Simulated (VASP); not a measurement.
Here is the system:

```
Zr2As3Se
1.0
    3.76065     0.00000     0.00000
    0.00000     3.76065     0.00000
    0.00000     0.00000     8.03536
Zr As Se
2 3 1
Direct
  0.50000   0.50000   0.73473
  0.00000   0.00000   0.26640
  0.50000   0.00000   0.00018
  0.00000   0.50000   0.00018
  0.50000   0.50000   0.37871
  0.00000   0.00000   0.61981
```

All values below come from PBEsol GGA, VASP's PBE PAW potentials (set 64) (plane waves; VASP 6.6.1). Settings: 400 eV cut-off, 9×9×5 Γ-centred mesh, tetrahedra with Blöchl corrections, potentials Zr_sv As Se.

The cores are frozen, which limits the accuracy of field gradients.

Problem. Give the principal components of the electric field gradient (V/Å²) and the asymmetry η at each nucleus.

Solution. 
| atom | Vxx | Vyy | Vzz | η |
|---|---|---|---|---|
| Zr1 | 29.6 | 29.6 | -59.2 | 0.00 |
| Zr2 | -3.4 | -3.4 | 6.8 | 0.00 |
| As3 | 84.6 | 77.6 | -162.2 | 0.04 |
| As4 | 84.6 | 77.6 | -162.2 | 0.04 |
| As5 | 2.3 | 2.3 | -4.6 | 0.00 |
| Se6 | 29.9 | 29.9 | -59.7 | 0.00 |

The structure comes from a computed database's Zr2As3Se entry (P4mm); how it stands against other phases isn't given here. It was relaxed first.
